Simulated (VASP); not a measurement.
```xyz
2
Lattice="0.0000 2.1200 2.1200 2.1200 0.0000 2.1200 2.1200 2.1200 0.0000" Properties=species:S:1:pos:R:3 pbc="T T T"
Ti     0.0000     0.0000     0.0000
N      2.1200     2.1200     2.1200
```

Method: PBE GGA, VASP's PBE PAW potentials (set 64) (plane waves; VASP). Settings: 520 eV cut-off, 11×11×11 Γ-centred mesh, first-order Methfessel-Paxton smearing of 0.10 eV, potentials Ti_sv N.

Task: Give the stress tensor in GPa (positive for a compressed cell).

Result: 
```
1.83  0.00  0.00
0.00  1.83  0.00
0.00  0.00  1.83
```
The pressure is its mean diagonal, 1.83 GPa.

The compound is TiN in the rock salt structure. The cell was not relaxed at this level. The electron count is odd and the run is not spin-polarised, which forces a metal.
